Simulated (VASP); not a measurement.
Consider the following.

```
Al3Sc
1.0
    4.02579     0.00000     0.00000
    0.00000     4.02579     0.00000
    0.00000     0.00000     4.02579
Sc Al
1 3
Direct
  0.00000   0.00000   0.00000
  0.00000   0.50000   0.50000
  0.50000   0.00000   0.50000
  0.50000   0.50000   0.00000
```

Level of theory: PBE GGA, VASP's PBE PAW potentials (set 64) (plane waves; VASP). Numerical set-up: 300 eV cut-off, 7×7×7 Γ-centred mesh, Fermi-Dirac smearing of 0.14 eV, potentials Sc_sv Al.

At this cut-off the stress carries a Pulay error, which pulls relaxed volumes low.

### Question
Predict the energy per atom (σ→0), pressure, band gap (on the k-mesh) with the smallest direct gap where there is one.

### Answer

```yaml
band gap (on the k-mesh): none (metal, semimetal or under 0.01 eV)
energy per atom (σ→0): -4.805 eV/atom
pressure: 5.65 GPa
```

The absolute energy has meaning only against runs of the same code, potentials and settings.

The structure is a typed Al3Sc crystal. The cell was not relaxed at this level.
